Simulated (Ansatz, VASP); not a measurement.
# Ir (free-standing triangular Ir monolayer, spacing 2.603 A) in two plane-wave programs

Wanted: the spread between two codes on one cell, functional and k mesh.

Method: plane waves, with VASP 6.6.1 beside it; single point at PBE, in Ansatz 0.2.0.

### Step 1. The structure

The cell holds 4 atoms: 4 Ir. Cell: a = 5.206 Å, b = 5.206 Å, c = 14.000 Å, α = 90.0°, β = 90.0°, γ = 120.0°. It derives from Ir (free-standing triangular Ir monolayer, spacing 2.603 A), repeated 2×2×1. Model lattice. Vacuum lies along c.

Structure file:

```cif
data_structure
_symmetry_space_group_name_H-M 'P 1'
_symmetry_Int_Tables_number 1
_cell_length_a 5.2060
_cell_length_b 5.2060
_cell_length_c 14.0000
_cell_angle_alpha 90.000
_cell_angle_beta 90.000
_cell_angle_gamma 120.000
_cell_volume 328.60
loop_
_atom_site_label
_atom_site_type_symbol
_atom_site_fract_x
_atom_site_fract_y
_atom_site_fract_z
_atom_site_occupancy
Ir1 Ir 0.00000 0.00000 0.50000 1
Ir2 Ir 0.00000 0.50000 0.50000 1
Ir3 Ir 0.50000 0.00000 0.50000 1
Ir4 Ir 0.50000 0.50000 0.50000 1
```

### Step 2. VASP: single point, PBE

With cell and atoms fixed, the geometry can't cause a difference; cores, projectors, grids and the points listed under the comparison can.

Lines of VASP's logs that name or quote its potential files are left out, and so is its time.

File INCAR:

```
SYSTEM = Ir
PREC = Normal
ENCUT = 350
EDIFF = 1E-06
NELM = 150
ISMEAR = 0
SIGMA = 0.1
LREAL = .FALSE.
ALGO = Normal
GGA = PE
NBANDS = 32
ISPIN = 2
MAGMOM = 0.6 -0.6 0.6 -0.6
LASPH = .TRUE.
LMAXMIX = 4
LORBIT = 11
LWAVE = .TRUE.
LCHARG = .TRUE.
KPAR = 2
AMIX = 0.2
BMIX = 1E-04
AMIX_MAG = 0.8
BMIX_MAG = 1E-04
```

File POSCAR:

```
Ir
1.0
    5.2060000000      0.0000000000      0.0000000000
   -2.6030000000      4.5085280000      0.0000000000
    0.0000000000      0.0000000000     14.0000000000
Ir Ir
1 3
Direct
    0.0000000000      0.0000000000      0.5000000000
    0.0000000000      0.5000000000      0.5000000000
    0.5000000000      0.0000000000      0.5000000000
    0.5000000000      0.5000000000      0.5000000000
```

File KPOINTS:

```
Automatic mesh
0
Gamma
5 5 1
0 0 0
```

Potentials, in the order of the species: Ir and Ir (PBE family, release 64).

Launch:

```bash
$ mpirun -np 2 vasp_std
```

Numbers of over 12 decimals in the logs are rounded to 6 here.

What it wrote:

```text
[banner, memory and clock lines left out]
running    2 mpi-ranks, on    1 nodes
 distrk:  each k-point on    1 cores,    2 groups
 distr:  one band on    1 cores,    1 groups

 POSCAR found type information on POSCAR IrIr
 POSCAR found :  2 types and       4 ions
 LDA part: xc-table for (Slater+PW92), standard interpolation
 POSCAR, INCAR and KPOINTS ok, starting setup
 FFT: planning ... GRIDC
 FFT: planning ... GRID_SOFT
 FFT: planning ... GRID
 WAVECAR not read
 entering main loop
       N       E                     dE             d eps       ncg     rms          rms(c)
DAV:   1     0.222572753331E+03    0.22257E+03   -0.10197E+04  1152   0.634E+02
DAV:   2    -0.102445696894E+02   -0.23282E+03   -0.20339E+03  1296   0.220E+02
DAV:   3    -0.303402598285E+02   -0.20096E+02   -0.18899E+02  1448   0.615E+01
DAV:   4    -0.307616850825E+02   -0.42143E+00   -0.41575E+00  1384   0.112E+01
DAV:   5    -0.307699333330E+02   -0.82483E-02   -0.82400E-02  1464   0.124E+00    0.197E+01
DAV:   6    -0.292115524031E+02    0.15584E+01   -0.17778E+00  1512   0.961E+00    0.135E+01
DAV:   7    -0.287383845250E+02    0.47317E+00   -0.31372E+00  1440   0.115E+01    0.767E+00
DAV:   8    -0.286871046840E+02    0.51280E-01   -0.65641E-02  1216   0.147E+00    0.578E+00
DAV:   9    -0.286131507203E+02    0.73954E-01   -0.33690E-01  1288   0.240E+00    0.186E+00
DAV:  10    -0.286036548049E+02    0.94959E-02   -0.13668E-02  1160   0.790E-01    0.827E-01
DAV:  11    -0.285996436978E+02    0.40111E-02   -0.58123E-03  1472   0.610E-01    0.403E-01
DAV:  12    -0.285985188705E+02    0.11248E-02   -0.21375E-03  1344   0.365E-01    0.162E-01
DAV:  13    -0.285986043996E+02   -0.85529E-04   -0.17216E-04  1192   0.110E-01    0.931E-02
DAV:  14    -0.285986238419E+02   -0.19442E-04   -0.73703E-05  1240   0.493E-02    0.359E-02
DAV:  15    -0.285986357322E+02   -0.11890E-04   -0.40653E-05  1392   0.441E-02    0.259E-02
DAV:  16    -0.285986369331E+02   -0.12009E-05   -0.12234E-05  1264   0.307E-02    0.196E-02
DAV:  17    -0.285986390429E+02   -0.21098E-05   -0.73207E-07   896   0.564E-03    0.208E-02
DAV:  18    -0.285986219336E+02    0.17109E-04   -0.51905E-06  1216   0.135E-02    0.108E-02
DAV:  19    -0.285986292111E+02   -0.72775E-05   -0.10332E-06  1016   0.761E-03    0.820E-03
DAV:  20    -0.285986309473E+02   -0.17362E-05   -0.75873E-07   936   0.529E-03    0.535E-03
DAV:  21    -0.285986317700E+02   -0.82271E-06   -0.40696E-07   920   0.419E-03
   1 F= -.28598632E+02 E0= -.28563839E+02  d E =-.695853E-01  mag=    -0.0001
 writing wavefunctions
```

From OUTCAR (step 2):

```text
ion  position               nearest neighbor table
   1  0.000  0.000  0.500-   2 2.60   4 2.60   2 2.60   4 2.60   3 2.60   3 2.60
   2  0.000  0.500  0.500-   1 2.60   3 2.60   1 2.60   3 2.60   4 2.60   4 2.60
   3  0.500  0.000  0.500-   2 2.60   4 2.60   4 2.60   2 2.60   1 2.60   1 2.60
   4  0.500  0.500  0.500-   1 2.60   3 2.60   3 2.60   1 2.60   2 2.60   2 2.60

  LATTYP: Found a hexagonal cell.
 ALAT       =     5.2060000000
 C/A-ratio  =     2.6892047637

 Subroutine GETGRP returns: Found 24 space group operations
 (whereof 24 operations were pure point group operations)

The static configuration has the point symmetry D_6h.

 Found      9 irreducible k-points:

   k-points           NKPTS =      9   k-points in BZ     NKDIM =      9   number of bands    NBANDS=     32

   dimension x,y,z NGX =    24 NGY =   24 NGZ =   64
   dimension x,y,z NGXF=    48 NGYF=   48 NGZF=  128

   ENCUT  =  350.0 eV  25.72 Ry    5.07 a.u.   7.94  7.94 21.36*2*pi/ulx,y,z

   NELECT =      36.0000    total number of electrons

 k-points in reciprocal lattice and weights: Automatic mesh
   0.00000000  0.00000000  0.00000000       0.040
   0.20000000  0.00000000  0.00000000       0.160
   0.00000000  0.20000000  0.00000000       0.080
   0.40000000  0.00000000  0.00000000       0.160
   0.00000000  0.40000000  0.00000000       0.080
   0.20000000  0.20000000  0.00000000       0.160
  -0.40000000  0.20000000  0.00000000       0.080
   0.40000000  0.20000000  0.00000000       0.160
  -0.20000000 -0.40000000  0.00000000       0.080

 average (electrostatic) potential at core
       1 -61.8297       2 -61.8297       3 -61.8297       4 -61.8297

 E-fermi :  -3.6318

 spin component 1
 k-point     1 :       0.0000    0.0000    0.0000
  band No.  band energies     occupation
    ...
      9      -6.4134      1.00000
     10      -5.8069      1.00000
     11      -3.7681      0.97308
     12      -3.7681      0.97307
     13      -3.7681      0.97307
     14      -3.5949      0.30118
     15      -3.5949      0.30117
     16      -3.5949      0.30115
     17      -2.6053      0.00000
     18      -2.6053      0.00000
    ...

 k-point     2 :       0.2000    0.0000    0.0000
  band No.  band energies     occupation
    ...
     12      -3.9744      1.00000
     13      -3.9744      1.00000
     14      -3.9464      1.00000
     15      -3.8239      0.99671
     16      -3.8239      0.99671
     17      -3.5075      0.03937
     18      -3.3484      0.00003
     19      -3.3484      0.00003
     20      -2.8173      0.00000
     21      -2.7077      0.00000
    ...

 k-point     3 :       0.0000    0.2000    0.0000
  band No.  band energies     occupation
    ...
     12      -3.9744      1.00000
     13      -3.9744      1.00000
     14      -3.9464      1.00000
     15      -3.8239      0.99671
     16      -3.8239      0.99671
     17      -3.5075      0.03937
     18      -3.3484      0.00003
     19      -3.3484      0.00003
     20      -2.8173      0.00000
     21      -2.7077      0.00000
    ...

 k-point     4 :       0.4000    0.0000    0.0000
  band No.  band energies     occupation
    ...
     15      -4.6627      1.00000
     16      -4.6626      1.00000
     17      -4.5474      1.00000
     18      -3.7906      0.98764
     19      -3.7906      0.98764
     20      -3.3907      0.00033
     21      -3.2720      0.00000
     22      -2.9670      0.00000
     23       0.6129      0.00000
     24       1.3703      0.00000
    ...

 k-point     5 :       0.0000    0.4000    0.0000
  band No.  band energies     occupation
    ...
     15      -4.6627      1.00000
     16      -4.6626      1.00000
     17      -4.5474      1.00000
     18      -3.7906      0.98765
     19      -3.7906      0.98764
     20      -3.3907      0.00033
     21      -3.2720      0.00000
     22      -2.9670      0.00000
     23       0.6129      0.00000
     24       1.3703      0.00000
    ...

 k-point     6 :       0.2000    0.2000    0.0000
  band No.  band energies     occupation
    ...
     16      -4.1522      1.00000
     17      -4.1522      1.00000
     18      -3.7386      0.93458
     19      -3.7386      0.93458
     20      -3.6704      0.70761
     21      -2.9414      0.00000
     22      -1.4743      0.00000
     23      -1.4743      0.00000
     24       0.2241      0.00000
     25       3.2423      0.00000
    ...

  Total       -6.6123352     -6.6120685     -0.0955066      0.0000000      0.0000000      0.0000000
  in kB      -32.2402553    -32.2389548     -0.4656688      0.0000000      0.0000000      0.0000000
  external PRESSURE =     -21.6482929 kB  Pullay stress =       0.0000000 kB

  energy-cutoff  :      350.00
  volume of cell :      328.60
      direct lattice vectors                 reciprocal lattice vectors
     5.206000000  0.000000000  0.000000000     0.192086055  0.110900942  0.000000000
    -2.603000000  4.508528000  0.000000000     0.000000000  0.221801883  0.000000000
     0.000000000  0.000000000 14.000000000     0.000000000  0.000000000  0.071428571

 POSITION                                       TOTAL-FORCE (eV/Angst)
 -----------------------------------------------------------------------------------
      0.00000      0.00000      7.00000        -0.000000      0.000000      0.000000
     -1.30150      2.25426      7.00000        -0.000000      0.000000      0.000000
      2.60300      0.00000      7.00000         0.000000      0.000000      0.000000
      1.30150      2.25426      7.00000        -0.000000      0.000000      0.000000
 -----------------------------------------------------------------------------------
    total drift:                                0.000000      0.000000     -0.000000

  FREE ENERGIE OF THE ION-ELECTRON SYSTEM (eV)
  ---------------------------------------------------
  free  energy   TOTEN  =       -28.5986317700 eV

  energy  without entropy=      -28.5290464335  energy(sigma->0) =      -28.56383910

 total charge
# of ion       s       p       d       tot
------------------------------------------
    1        0.753   0.481   6.868   8.103
    2        0.753   0.481   6.868   8.103
    3        0.753   0.481   6.868   8.103
    4        0.753   0.481   6.868   8.103
--------------------------------------------------
tot          3.013   1.926  27.473  32.412

 magnetization (x)
# of ion       s       p       d       tot
------------------------------------------
    1       -0.000   0.000  -0.000  -0.000
    2       -0.000  -0.000  -0.000  -0.000
    3       -0.000   0.000  -0.000  -0.000
    4       -0.000  -0.000  -0.000  -0.000
--------------------------------------------------
tot         -0.000  -0.000  -0.000  -0.000

[... 6 further parts left out ...]
```

[end of part 1 of 2]

[Lines on the potential files, build, host, timing and source positions are cut from VASP's logs without a mark.]

[Logs are printed without paths, hosts, clocks, repeated set-up lines and the standing remarks that a program may print on its own settings, such as how far it seeks lower states.]

[Hosts, paths, dates, database ids (printed as entryN), source tags and the programs' standing remarks are cut or masked in the printed files.]
